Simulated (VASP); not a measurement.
Computed with PBEsol GGA, VASP's PBE PAW potentials (set 64) (plane waves; VASP).

Input for VASP

**POSCAR**
```
PtS2
1
    1.7763373201    -3.0767066073    -0.0000000000
    1.7763373201     3.0767066073     0.0000000000
   -0.0000000000    -0.0000000000     4.3904821648
Pt S
1 2
Direct
  0.0000000000   0.0000000000   0.0000000000
  0.3333330000   0.6666670000   0.2704673143
  0.6666670000   0.3333330000   0.7295326857
```

**INCAR**
```
ALGO=Normal
EDIFF=1E-6
EDIFFG=-0.02
ENCUT=500
GGA=PS
IBRION=2
ISIF=3
ISMEAR=1
LASPH=T
LCHARG=F
LMAXMIX=6
LREAL=F
LWAVE=F
NELM=100
NSW=40
PREC=Accurate
PSTRESS=50
SIGMA=0.1
SYSTEM=PtS2
```

### KPOINTS
```
Automatic mesh
0
Gamma
10 10 7
0 0 0
```

POTCAR, in this order: Pt S (PBE.64 set). Program: vasp_std.

Problem. What will the output report for the number of irreducible k-points (NKPTS), largest plane-wave count, number of space-group operations, FFT grid (NGX, NGY, NGZ)?

Solution. 
The number of irreducible k-points (NKPTS) comes out as 80. The largest plane-wave count is 1258, the number of space-group operations is 12 and the FFT grid (NGX, NGY, NGZ) is 28 × 28 × 32.

The compound is PtS2 in the 1T layered structure. This run relaxes it under an external pressure of 5 GPa. Symmetry was kept, so distortions that lower it aren't found.
